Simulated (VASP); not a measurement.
Ni, 1 atom in the cell. Symmetry: Fm-3m, No. 225, cubic system. Conventional cell: a = 3.524 Å, b = 3.524 Å, c = 3.524 Å, α = 90.00°, β = 90.00°, γ = 90.00°. Ni (site symmetry m-3m) has 12 Ni at 2.49 Å as nearest neighbours. 

```yaml
Program: VASP 6.6.1
Task: relaxation of cell and atoms
Functional: PBE
Potentials_or_basis: VASP PAW PBE potentials, release 64 (Ni)
Cutoff: 520 eV
k_mesh: 8 × 8 × 8
Occupations: gaussian, width 0.1 eV
Spin: collinear spin, ferromagnetic start
Starting_moments: "[0.8] μB"
Further_INCAR_settings: ALGO = Normal; EDIFF = 1e-07; IBRION = 2; EDIFFG = -0.002; NSW = 80; ISIF = 3
```

Potentials or basis: VASP PAW PBE potentials, release 64 (Ni).

Run with:

```console
$ cat potpaw_PBE.64/Ni/POTCAR > POTCAR
$ mpirun -np 1 vasp_std > vasp.out
```

Hardware: 1 thread of AMD EPYC 7R13 Processor (Zen 3), on a shared host.

Question: Estimate the wall time of this run.

Answer: Run time: 17 s on 1 thread of AMD EPYC 7R13 Processor (Zen 3), on a shared host, peak memory 0.1 GiB. Counts: scf iterations 30, k points 29, ion steps 3.
